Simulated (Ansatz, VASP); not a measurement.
# Cross-check of CoSn between VASP and Ansatz

One calculation is typed for both programs; each brings its own data sets. How far apart do they land? The cell is taken from a series of runs on this material, whose earlier steps may have relaxed, scaled, displaced or heated it; both programs get it as it stands.

Main program and level: Ansatz 0.2.0; plane waves, with VASP 6.6.1 beside it; relaxation of cell and atoms at PBE.

## 1. The structure

It takes space group P6/mmm (No. 191, hexagonal). Conventional cell: a = 5.295 Å, b = 5.295 Å, c = 4.236 Å, α = 90.00°, β = 90.00°, γ = 120.00°. Co has 6 Sn at 2.61 to 2.65 Å and 4 Co at 2.65 Å nearest. Nearest to Sn lie 6 Co at 2.61 Å. Nearest to Sn lie 6 Co at 2.65 Å. Farther neighbours are not listed.

Structure file:

```xyz
6
Lattice="5.2953 0.0000 0.0000 -2.6477 4.5859 0.0000 0.0000 0.0000 4.2361" Properties=species:S:1:pos:R:3 pbc="T T T"
Co    3.9715    2.2929    0.0000
Co    1.3238    2.2929    0.0000
Co    2.6477    0.0000    0.0000
Sn    2.6477    1.5286    2.1181
Sn    0.0000    3.0572    2.1181
Sn    0.0000    0.0000    0.0000
```

## 2. VASP: relaxation of cell and atoms, PBE

The relaxed volume is the usual yardstick between codes: in a stiff, nearly cubic crystal its relative difference is about their pressure difference at one cell divided by the bulk modulus.

Lines of VASP's logs that name or quote its potential files are left out, and so is its time.

INCAR

```
SYSTEM = CoSn
PREC = Accurate
ENCUT = 600
EDIFF = 1E-07
NELM = 120
ISMEAR = 1
SIGMA = 0.2
LREAL = .FALSE.
ALGO = Normal
GGA = PE
NBANDS = 42
LASPH = .TRUE.
LORBIT = 11
LWAVE = .FALSE.
LCHARG = .FALSE.
ISIF = 3
IBRION = 2
NSW = 80
EDIFFG = -0.005
GGA_COMPAT = .FALSE.
NELMIN = 4
KPAR = 2
```

POSCAR

```
CoSn
1.0
    5.2953020000      0.0000000000      0.0000000000
   -2.6476510000      4.5858660000      0.0000000000
    0.0000000000      0.0000000000      4.2361400000
Co Sn
3 3
Direct
    0.9999999056      0.5000000000      0.0000000000
    0.5000000944      0.5000000000      0.0000000000
    0.5000000000      0.0000000000      0.0000000000
    0.6666666667      0.3333333333      0.5000000000
    0.3333333333      0.6666666667      0.5000000000
    0.0000000000      0.0000000000      0.0000000000
```

KPOINTS

```
Automatic mesh
0
Gamma
6 6 6
0 0 0
```

Potentials, in the order of the species: Co and Sn_d (PBE family, release 64).

Command:

```
$ mpirun -np 2 vasp_std
```

Numbers of over 12 decimals in the logs are rounded to 6 here.

Log:

```text
[banner, memory and clock lines left out]
running    2 mpi-ranks, on    1 nodes
 distrk:  each k-point on    1 cores,    2 groups
 distr:  one band on    1 cores,    1 groups

 POSCAR found type information on POSCAR CoSn
 POSCAR found :  2 types and       6 ions
 LDA part: xc-table for (Slater+PW92), standard interpolation
 POSCAR, INCAR and KPOINTS ok, starting setup
 FFT: planning ... GRIDC
 FFT: planning ... GRID_SOFT
 FFT: planning ... GRID
 WAVECAR not read
 entering main loop
       N       E                     dE             d eps       ncg     rms          rms(c)
DAV:   1     0.722989012738E+03    0.72299E+03   -0.34821E+04  2368   0.283E+03
DAV:   2     0.760291050705E+02   -0.64696E+03   -0.63141E+03  2352   0.665E+02
DAV:   3    -0.298314640991E+02   -0.10586E+03   -0.10306E+03  2372   0.242E+02
DAV:   4    -0.355748321789E+02   -0.57434E+01   -0.56727E+01  2766   0.609E+01
DAV:   5    -0.357575200864E+02   -0.18269E+00   -0.18250E+00  3228   0.102E+01    0.144E+01
DAV:   6    -0.375229225806E+02   -0.17654E+01   -0.31942E+01  2758   0.539E+01    0.161E+01
DAV:   7    -0.334049258700E+02    0.41180E+01   -0.17588E+01  2702   0.411E+01    0.482E+00
DAV:   8    -0.332319496871E+02    0.17298E+00   -0.15589E+00  2594   0.841E+00    0.150E+00
DAV:   9    -0.332066924095E+02    0.25257E-01   -0.16968E-01  2812   0.453E+00    0.494E-01
DAV:  10    -0.332060161604E+02    0.67625E-03   -0.13866E-02  2708   0.971E-01    0.321E-01
DAV:  11    -0.332050385828E+02    0.97758E-03   -0.18322E-03  3018   0.420E-01    0.101E-01
DAV:  12    -0.332051002642E+02   -0.61681E-04   -0.36517E-04  2996   0.149E-01    0.299E-02
DAV:  13    -0.332051044022E+02   -0.41380E-05   -0.46229E-05  2668   0.749E-02    0.983E-03
DAV:  14    -0.332051038560E+02    0.54618E-06   -0.40659E-06  2922   0.140E-02    0.408E-03
DAV:  15    -0.332051032855E+02    0.57057E-06   -0.11196E-06  2590   0.801E-03    0.111E-03
DAV:  16    -0.332051032003E+02    0.85142E-07   -0.10434E-07  1660   0.406E-03
   1 F= -.33205103E+02 E0= -.33209840E+02  d E =-.332051E+02
[...]
2 F= -.33205233E+02 E0= -.33210039E+02  d E =-.129387E-03
[...]
3 F= -.33205257E+02 E0= -.33210043E+02  d E =-.153670E-03
[...]
4 F= -.33205257E+02 E0= -.33210045E+02  d E =-.153355E-03
 curvature:  -0.30 expect dE=-0.220E-04 dE for cont linesearch -0.350E-06
 ZBRENT: accuracy reached
 trial: gam= 0.22815 g(F)=  0.123E-42 g(S)=  0.742E-04 ort =-0.224E-04 (trialstep = 0.947E+00)
 search vector abs. value=  0.860E-04
 bond charge predicted
       N       E                     dE             d eps       ncg     rms          rms(c)
DAV:   1    -0.332057901807E+02   -0.53360E-03   -0.12382E-02  2664   0.102E+00    0.161E-01
DAV:   2    -0.332059147373E+02   -0.12456E-03   -0.38959E-03  2814   0.806E-01    0.189E-01
DAV:   3    -0.332053682979E+02    0.54644E-03   -0.21507E-03  2656   0.512E-01    0.649E-02
DAV:   4    -0.332052768791E+02    0.91419E-04   -0.19909E-04  2880   0.167E-01    0.126E-02
DAV:   5    -0.332052730419E+02    0.38372E-05   -0.34780E-05  2646   0.668E-02    0.473E-03
DAV:   6    -0.332052725466E+02    0.49531E-06   -0.42450E-06  2666   0.213E-02    0.219E-03
DAV:   7    -0.332052724438E+02    0.10272E-06   -0.14777E-07  1540   0.450E-03    0.102E-03
DAV:   8    -0.332052723897E+02    0.54124E-07   -0.79768E-08  1212   0.338E-03
   5 F= -.33205272E+02 E0= -.33210116E+02  d E =-.158346E-04
 trial-energy change:   -0.000016  1 .order   -0.000021   -0.000065    0.000022
 step:   0.6229(harm=  0.7047)  dis= 0.00000  next Energy=   -33.205276 (dE=-0.199E-04)
 reached required accuracy - stopping structural energy minimisation
```

OUTCAR, selected parts (step 2):

```text
ion  position               nearest neighbor table
   1  1.000  0.500  0.000-   4 2.61   4 2.61   5 2.61   5 2.61   2 2.65   6 2.65   3 2.65   3 2.65
                             6 2.65   2 2.65
   2  0.500  0.500  0.000-   4 2.61   4 2.61   5 2.61   5 2.61   1 2.65   6 2.65   3 2.65   3 2.65
                             6 2.65   1 2.65
   3  0.500  0.000  0.000-   4 2.61   5 2.61   4 2.61   5 2.61   1 2.65   2 2.65   6 2.65   6 2.65
                             2 2.65   1 2.65
   4  0.667  0.333  0.500-   1 2.61   1 2.61   2 2.61   2 2.61   3 2.61   3 2.61   5 3.06   5 3.06
                             5 3.06   6 3.72   6 3.72   6 3.72   6 3.72   6 3.72   6 3.72
   5  0.333  0.667  0.500-   3 2.61   3 2.61   1 2.61   1 2.61   2 2.61   2 2.61   4 3.06   4 3.06
                             4 3.06   6 3.72   6 3.72   6 3.72   6 3.72   6 3.72   6 3.72
   6  0.000  0.000  0.000-   1 2.65   2 2.65   3 2.65   3 2.65   2 2.65   1 2.65   5 3.72   4 3.72
                             4 3.72   5 3.72   5 3.72   4 3.72   5 3.72   4 3.72   4 3.72   4 3.72

  LATTYP: Found a hexagonal cell.
 ALAT       =     5.2953020000
 C/A-ratio  =     0.7999808132

 Subroutine GETGRP returns: Found 24 space group operations
 (whereof 24 operations were pure point group operations)

The static configuration has the point symmetry D_6h.

 Found     28 irreducible k-points:

   k-points           NKPTS =     28   k-points in BZ     NKDIM =     28   number of bands    NBANDS=     42

   dimension x,y,z NGX =    42 NGY =   42 NGZ =   36
   dimension x,y,z NGXF=    84 NGYF=   84 NGZF=   72

   ENCUT  =  600.0 eV  44.10 Ry    6.64 a.u.  10.58 10.58  8.46*2*pi/ulx,y,z

   NELECT =      69.0000    total number of electrons

 k-points in reciprocal lattice and weights: Automatic mesh
   0.00000000  0.00000000  0.00000000       0.005
   0.16666667 -0.00000000  0.00000000       0.028
   0.33333333  0.00000000  0.00000000       0.028
   0.50000000  0.00000000  0.00000000       0.014
   0.16666667  0.16666667  0.00000000       0.028
   0.33333333  0.16666667  0.00000000       0.056
   0.33333333  0.33333333  0.00000000       0.009
   0.00000000  0.00000000  0.16666667       0.009
   0.16666667 -0.00000000  0.16666667       0.056
[...]
0.33333333  0.16666667  0.50000000       0.056
   0.33333333  0.33333333  0.50000000       0.009

 average (electrostatic) potential at core
       1 -78.2241       2 -78.2241       3 -78.2241       4 -97.0877       5 -97.0877
       6 -97.2045

 E-fermi :   9.7390

 k-point     1 :       0.0000    0.0000    0.0000
  band No.  band energies     occupation
    ...
     30       9.3081      2.00940
     31       9.3354      2.01508
     32       9.3354      2.01508
     33       9.3595      2.02195
     34       9.3595      2.02195
     35      10.2685     -0.00117
     36      10.3381     -0.00019
     37      11.1046     -0.00000
     38      11.1046     -0.00000
     39      12.6766     -0.00000
    ...

 k-point     2 :       0.1667   -0.0000    0.0000
  band No.  band energies     occupation
    ...
     30       9.2364      2.00219
     31       9.3236      2.01236
     32       9.3505      2.01916
     33       9.4204      2.04678
     34       9.5408      2.04839
     35      10.2856     -0.00077
     36      10.6761     -0.00000
     37      11.2414     -0.00000
     38      11.4627     -0.00000
     39      12.8967     -0.00000
    ...

 k-point     3 :       0.3333    0.0000    0.0000
  band No.  band energies     occupation
    ...
     29       8.4520      2.00000
     30       9.0305      2.00001
     31       9.2130      2.00127
     32       9.3471      2.01819
     33       9.4354      2.05366
     34      10.1037     -0.02711
     35      10.4127     -0.00002
     36      11.0500     -0.00000
     37      11.9378     -0.00000
     38      12.4319     -0.00000
    ...

  Total       -0.0130696     -0.0130696      0.0249387      0.0000000     -0.0000000      0.0000000
  in kB       -0.2037689     -0.2037689      0.3888216      0.0000000     -0.0000000      0.0000000
  external PRESSURE =      -0.0062387 kB  Pullay stress =       0.0000000 kB

  energy-cutoff  :      600.00
  volume of cell :      102.76
      direct lattice vectors                 reciprocal lattice vectors
     5.297181673  0.000000000  0.000000000     0.188779631  0.108991972 -0.000000000
    -2.648590837  4.587493845 -0.000000000     0.000000000  0.217983944 -0.000000000
    -0.000000000  0.000000000  4.228761711    -0.000000000 -0.000000000  0.236475845

 POSITION                                       TOTAL-FORCE (eV/Angst)
 -----------------------------------------------------------------------------------
      3.97289      2.29375      4.22876        -0.000000     -0.000000      0.000000
      1.32430      2.29375      4.22876        -0.000000      0.000000     -0.000000
      2.64859      0.00000      4.22876         0.000000      0.000000      0.000000
      2.64859      1.52916      2.11438        -0.000000     -0.000000     -0.000000
     -0.00000      3.05833      2.11438         0.000000      0.000000      0.000000
     -2.64859      4.58749      4.22876        -0.000000      0.000000      0.000000
 -----------------------------------------------------------------------------------
    total drift:                               -0.000000     -0.000038     -0.000000

  FREE ENERGIE OF THE ION-ELECTRON SYSTEM (eV)
  ---------------------------------------------------
  free  energy   TOTEN  =       -33.2052723897 eV

  energy  without entropy=      -33.2198036586  energy(sigma->0) =      -33.21011615

 reached required accuracy - stopping structural energy minimisation

 total charge
# of ion       s       p       d       tot
------------------------------------------
    1        0.394   0.450   7.465   8.309
    2        0.394   0.450   7.465   8.309
    3        0.394   0.450   7.465   8.309
    4        1.130   1.240  10.064  12.433
    5        1.130   1.240  10.064  12.433
    6        1.162   1.094  10.035  12.291
--------------------------------------------------
tot          4.604   4.922  52.556  62.082

[... 3 further parts left out ...]
```

CONTCAR:

```
CoSn
   1.00000000000000
     5.2971816730771399    0.0000000000000000    0.0000000000000000
    -2.6485908365385700    4.5874938445795008   -0.0000000000000000
    -0.0000000000000000    0.0000000000000000    4.2287617107418871
  Co              Sn
     3     3
Direct
     0.9999999055999993    0.5000000000000000    1.0000000000000000
     0.5000000944000007    0.5000000000000000    1.0000000000000000
     0.5000000000000000    0.0000000000000000    1.0000000000000000
     0.6666666667000030    0.3333333332999970    0.5000000000000000
     0.3333333332999970    0.6666666667000030    0.5000000000000000
     0.0000000000000000    1.0000000000000000    1.0000000000000000
```

This run has no spin polarisation, so a moment on Co, if there is one, isn't seen. Its electron count is odd, so without a moment it is a metal by construction. The k-mesh is coarse for a metal. The run keeps the 24 symmetry operations of its start, so it cannot find a distortion of lower symmetry.

(Continued in part 2 of 2.)

[Lines on the potential files, build, host, timing and source positions are cut from VASP's logs without a mark.]

[Logs are printed without paths, hosts, clocks, repeated set-up lines and the standing remarks that a program may print on its own settings, such as how far it seeks lower states.]

[Hosts, paths, dates, database ids (printed as entryN), source tags and the programs' standing remarks are cut or masked in the printed files.]
